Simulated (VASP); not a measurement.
A run of VASP 6.6.1:

The input INCAR:

```
SYSTEM = H
PREC     = Accurate       ! precision mode
ENCUT    = 520            ! plane-wave cutoff, eV
EDIFF    = 1E-7           ! SCF threshold, eV
ISMEAR   = 0              ! smearing method
SIGMA    = 0.01           ! smearing width, eV
LREAL    = .FALSE.        ! projectors in reciprocal space
LASPH    = .TRUE.         ! aspherical terms in the spheres
NELM     = 80             ! most SCF steps
ALGO     = Normal         ! electronic algorithm
ISIF     = 2              ! what is computed and relaxed
LWAVE    = .FALSE.        ! write WAVECAR
LCHARG   = .FALSE.        ! write CHGCAR
GGA      = PS             ! functional
IBRION   = 2              ! ionic algorithm
NSW      = 40             ! ionic steps
EDIFFG   = -0.02          ! ionic threshold
```

The input KPOINTS:

```
regular mesh
0
G
  1 1 1
  0 0 0
```

Contents of POSCAR:

```
H                                       
1.0
    9.0000000000      0.0000000000      0.0000000000
    0.0000000000      9.6000000000      0.0000000000
    0.0000000000      0.0000000000     10.2000000000
  H             
     2
Direct
     0.5000000000000000    0.5000000000000000    0.5367612923397042
     0.5000000000000000    0.5000000000000000    0.4632387076602960
```

Potentials or basis: VASP PAW PBE potentials, release 64 (H).

Command:

```bash
$ cat potpaw_PBE.64/H/POTCAR > POTCAR
$ mpirun -np 1 vasp_gam > vasp.out
```

Hardware: 1 thread of Intel(R) Xeon(R) 6975P-C (Granite Rapids), with other jobs on the host.

**Question.** How long does it take, and how much memory?

**Answer.** Run time: 46 s on 1 thread of Intel(R) Xeon(R) 6975P-C (Granite Rapids), on a shared host, peak memory 0.76 GiB. Counts: scf iterations 42, k points 1, ion steps 3.
